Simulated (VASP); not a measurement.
Computed with vdW-DF-cx, VASP's PBE PAW potentials (set 64) (plane waves; VASP 6.6.1).

A VASP calculation is set up with these files.

### POSCAR
```
CdSe
1
    0.0000000000     3.0593804594     3.0593804594
    3.0593804594     0.0000000000     3.0593804594
    3.0593804594     3.0593804594     0.0000000000
Cd Se
1 1
Direct
  0.0000000000   0.0000000000   0.0000000000
  0.2500000000   0.2500000000   0.2500000000
```

### INCAR
```
SYSTEM = CdSe
PREC = Accurate; ENCUT = 520; LREAL = F
LASPH = T
EDIFF = 1E-7; NELM = 100; ALGO = Normal
LMAXMIX = 4
ISMEAR = -5
GGA = CX; LUSE_VDW = T; AGGAC = 0.0
ISIF = 2
LWAVE = F; LCHARG = T; LORBIT = 11
NEDOS = 601
```

### KPOINTS
```
Automatic mesh
0
Gamma
8 8 8
0 0 0
```

POTCAR, in this order: Cd Se (PBE.64 set). Program: vasp_std.

The run wrote:

File OSZICAR:
```
       N       E                     dE             d eps       ncg     rms          rms(c)
DAV:   1     0.115237088900E+03    0.11524E+03   -0.89022E+03   762   0.124E+03
DAV:   2     0.369412415402E+01   -0.11154E+03   -0.10736E+03   899   0.292E+02
DAV:   3    -0.108282924568E+01   -0.47770E+01   -0.47665E+01   859   0.627E+01
DAV:   4    -0.110828869041E+01   -0.25459E-01   -0.25456E-01   829   0.462E+00
DAV:   5    -0.110844527176E+01   -0.15658E-03   -0.15658E-03   859   0.328E-01    0.601E+00
DAV:   6    -0.755652805803E+00    0.35279E+00   -0.70090E-01  1025   0.113E+01    0.475E+00
DAV:   7    -0.736997580438E+00    0.18655E-01   -0.15081E-01   794   0.302E+00    0.214E+00
DAV:   8    -0.737469137140E+00   -0.47156E-03   -0.14214E-02   799   0.178E+00    0.224E-01
DAV:   9    -0.737558953633E+00   -0.89816E-04   -0.20131E-03   839   0.671E-01    0.479E-02
DAV:  10    -0.737615626671E+00   -0.56673E-04   -0.22647E-04   824   0.225E-01    0.430E-02
DAV:  11    -0.737659148100E+00   -0.43521E-04   -0.85123E-05   764   0.752E-02    0.168E-02
DAV:  12    -0.737658019618E+00    0.11285E-05   -0.62947E-06   874   0.370E-02    0.469E-03
DAV:  13    -0.737658771517E+00   -0.75190E-06   -0.23190E-06   769   0.102E-02    0.328E-03
DAV:  14    -0.737658737283E+00    0.34235E-07   -0.11859E-07   610   0.328E-03
   1 F= -.73765874E+00 E0= -.73765874E+00  d E =0.000000E+00
```

OUTCAR:
```
------------------------ aborting loop because EDIFF is reached ----------------------------------------
  FORCE on cell =-STRESS in cart. coord.  units (eV):
  Direction    XX          YY          ZZ          XY          YZ          ZX
  --------------------------------------------------------------------------------------
  Total        0.0004547      0.0004547      0.0004547      0.0000000     -0.0000000      0.0000000
  in kB        0.0127215      0.0127215      0.0127215      0.0000000     -0.0000000      0.0000000
  external PRESSURE =       0.0127215 kB  Pullay stress =       0.0000000 kB
  volume of cell :       57.27
      direct lattice vectors                 reciprocal lattice vectors
     0.000000000  3.059380459  3.059380459    -0.163431782  0.163431782  0.163431782
     3.059380459  0.000000000  3.059380459     0.163431782 -0.163431782  0.163431782
     3.059380459  3.059380459  0.000000000     0.163431782  0.163431782 -0.163431782
  FREE ENERGIE OF THE ION-ELECTRON SYSTEM (eV)
  ---------------------------------------------------
  free  energy   TOTEN  =        -0.7376587373 eV

  energy  without entropy=       -0.7376587373  energy(sigma->0) =       -0.73765874

 total charge

# of ion       s       p       d       tot
------------------------------------------
    1        0.446   0.306   9.551  10.304
    2        1.448   2.373   0.021   3.842
--------------------------------------------------
tot          1.894   2.679   9.573  14.146
```
(Selected blocks of OUTCAR.)

### OUTCAR
```
 val. band max:        0.7011379630   @ k =   0.0000   0.0000   0.0000

 cond. band min:       1.1669707498   @ k =   0.0000   0.0000   0.0000


 Fermi energy:         0.7431703060

 k-point     1 :       0.0000    0.0000    0.0000
  band No.  band energies     occupation
      1     -11.8107      2.00000
      2      -7.1760      2.00000
      3      -7.1760      2.00000
      4      -7.1760      2.00000
      5      -6.8215      2.00000
      6      -6.8215      2.00000
      7       0.7011      2.00000
      8       0.7011      2.00000
      9       0.7011      2.00000
     10       1.1670      0.00000
     11       6.5763      0.00000
     12       6.5763      0.00000
     13       6.5763      0.00000

 k-point     2 :       0.1250    0.0000    0.0000
  band No.  band energies     occupation
      1     -11.7585      2.00000
      2      -7.1595      2.00000
      3      -7.1595      2.00000
      4      -7.1298      2.00000
      5      -6.8223      2.00000
      6      -6.8223      2.00000
      7      -0.5302      2.00000
      8       0.5790      2.00000
      9       0.5790      2.00000
     10       2.1947      0.00000
     11       6.3589      0.00000
     12       6.7745      0.00000
     13       6.7745      0.00000

 k-point     3 :       0.2500    0.0000    0.0000
  band No.  band energies     occupation
      1     -11.6312      2.00000
      2      -7.1237      2.00000
      3      -7.1237      2.00000
      4      -6.9737      2.00000
      5      -6.8194      2.00000
      6      -6.8194      2.00000
      7      -1.9544      2.00000
      8       0.3094      2.00000
      9       0.3094      2.00000
     10       2.8837      0.00000
     11       6.5736      0.00000
     12       7.0825      0.00000
     13       7.0825      0.00000

 k-point     4 :       0.3750    0.0000    0.0000
  band No.  band energies     occupation
      1     -11.5022      2.00000
      2      -7.0953      2.00000
      3      -7.0953      2.00000
...
```

The compound is CdSe in the zinc blende structure, whereas wurtzite is the usual form. It was relaxed first.
